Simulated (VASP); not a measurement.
An input for Quantum ESPRESSO's pw.x (written as the equivalent of a VASP run, and not itself run):

```
&CONTROL
  calculation = 'vc-relax'
  pseudo_dir = './pseudo'
  outdir = './out'
  tprnfor = .true.
  tstress = .true.
  nstep = 60
  forc_conv_thr = 0.00039
/
&SYSTEM
  ibrav = 0
  nat = 2
  ntyp = 2
  ecutwfc = 96
  occupations = 'smearing'
  smearing = 'methfessel-paxton'
  degauss = 0.00735
  input_dft = 'pbesol'
/
&ELECTRONS
  conv_thr = 7.3e-08
  electron_maxstep = 100
/
&IONS
/
&CELL
/
ATOMIC_SPECIES
  Ti 47.867 Ti.upf
  Co 58.933 Co.upf
CELL_PARAMETERS angstrom
     2.9287095   -0.0000000   -0.0000000
     0.0000000    2.9287095    0.0000000
    -0.0000000    0.0000000    2.9287095
ATOMIC_POSITIONS crystal
  Ti   0.0000000  0.0000000  0.0000000
  Co   0.5000000  0.5000000  0.5000000
K_POINTS automatic
  11 11 11 0 0 0
```

Q: Write the VASP files for the same calculation (PBEsol).

A: One answer among several that fit: 
### INCAR
```
SYSTEM = TiCo
PREC = Accurate
ENCUT = 400
EDIFF = 1E-6
NELM = 100
ALGO = Normal
LREAL = .FALSE.
LASPH = .TRUE.
ISMEAR = 1
SIGMA = 0.1
GGA = PS
LMAXMIX = 4
LWAVE = .FALSE.
LCHARG = .FALSE.
IBRION = 2
ISIF = 3
NSW = 60
EDIFFG = -0.01
```

POSCAR:
```
TiCo
1.0
  2.9287095206   0.0000000000   0.0000000000
  0.0000000000   2.9287095206   0.0000000000
  0.0000000000   0.0000000000   2.9287095206
Ti Co
1 1
Cartesian
  0.0000000000   0.0000000000   0.0000000000
  1.4643547603   1.4643547603   1.4643547603
```

### KPOINTS
```
Automatic
0
gamma
  11 11 11
0 0 0
```

POTCAR, in this order: Ti_sv Co (PBE.64 set). Program: vasp_std.

What does not carry over: the potentials are each code's own (VASP's PAW set, PseudoDojo norm-conserving files in pw.x), so ENCUT and ecutwfc are chosen apart and not converted; conv_thr bounds pw.x's estimated SCF error, while EDIFF bounds the energy change between steps; forc_conv_thr acts on force components and is met together with etot_conv_thr.

The compound is TiCo in the CsCl type structure. This run relaxes it. Symmetry was kept, so distortions that lower it aren't found. The start is the result of an earlier pass.
